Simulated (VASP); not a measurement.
OSZICAR of a VASP run on TiAl (L1_0):

### OSZICAR
```
       N       E                     dE             d eps       ncg     rms          rms(c)
DAV:   1     0.154681757110E+03    0.15468E+03   -0.13203E+04  6498   0.315E+03
DAV:   2     0.759806648737E+01   -0.14708E+03   -0.14182E+03  5769   0.643E+02
DAV:   3    -0.156392293804E+02   -0.23237E+02   -0.22289E+02  9311   0.278E+02
DAV:   4    -0.198152840662E+02   -0.41761E+01   -0.39854E+01  9046   0.100E+02
DAV:   5    -0.210188943963E+02   -0.12036E+01   -0.11640E+01  9415   0.361E+01    0.174E+01
DAV:   6    -0.168846466360E+02    0.41342E+01   -0.16437E+02  5507   0.119E+02    0.149E+01
DAV:   7    -0.138040701403E+02    0.30806E+01   -0.17040E+01  5366   0.628E+01    0.954E+00
DAV:   8    -0.129310399410E+02    0.87303E+00   -0.12470E+01  6072   0.350E+01    0.245E+00
DAV:   9    -0.122989238261E+02    0.63212E+00   -0.60734E+00  4889   0.412E+01    0.179E+00
DAV:  10    -0.135514277753E+02   -0.12525E+01   -0.26960E+00  4779   0.221E+01    0.272E+00
DAV:  11    -0.136003078513E+02   -0.48880E-01   -0.96044E-01  7049   0.119E+01    0.337E+00
DAV:  12    -0.136301706323E+02   -0.29863E-01   -0.18971E+00  6647   0.171E+01    0.601E-01
DAV:  13    -0.135910718032E+02    0.39099E-01   -0.44153E-02  5631   0.256E+00    0.345E-01
DAV:  14    -0.136004694805E+02   -0.93977E-02   -0.26451E-02  6510   0.211E+00    0.260E-01
DAV:  15    -0.135993660966E+02    0.11034E-02   -0.38893E-03  5790   0.696E-01    0.220E-01
DAV:  16    -0.135993748812E+02   -0.87847E-05   -0.78795E-04  6330   0.269E-01    0.173E-01
DAV:  17    -0.136008765806E+02   -0.15017E-02   -0.33944E-03  6487   0.786E-01    0.630E-02
DAV:  18    -0.136012388965E+02   -0.36232E-03   -0.10442E-03  7268   0.369E-01    0.359E-02
DAV:  19    -0.136012809130E+02   -0.42017E-04   -0.11037E-04  5930   0.115E-01    0.301E-02
DAV:  20    -0.136012906029E+02   -0.96899E-05   -0.94206E-06  5996   0.436E-02    0.150E-02
DAV:  21    -0.136012907275E+02   -0.12460E-06   -0.44060E-06  5217   0.193E-02    0.513E-03
DAV:  22    -0.136012941203E+02   -0.33928E-05   -0.33760E-06  6047   0.237E-02    0.104E-03
DAV:  23    -0.136012945933E+02   -0.47306E-06   -0.33718E-07  4897   0.772E-03    0.913E-04
DAV:  24    -0.136012949559E+02   -0.36260E-06   -0.32099E-08  2541   0.268E-03    0.621E-04
DAV:  25    -0.136012952728E+02   -0.31688E-06   -0.18583E-08  2523   0.199E-03    0.112E-04
DAV:  26    -0.136012953299E+02   -0.57105E-07   -0.29078E-09  2487   0.872E-04
   1 F= -.13601295E+02 E0= -.13601295E+02  d E =0.000000E+00
       N       E                     dE             ncg
```

Which electronic solver shows in the log?

It is blocked Davidson (ALGO = Normal, or the opening steps of other solvers). The INCAR had ALGO = Normal.

Can the final energy be trusted as converged?

Self-consistency was reached. It stopped with EDIFF = 1E-7, NELM = 100 (revTPSS meta-GGA, plane waves, VASP's PBE PAW potentials (set 64)).

The compound is TiAl in the L1_0 structure. It was relaxed first. The electron count is odd and the run is not spin-polarised, which forces a metal.
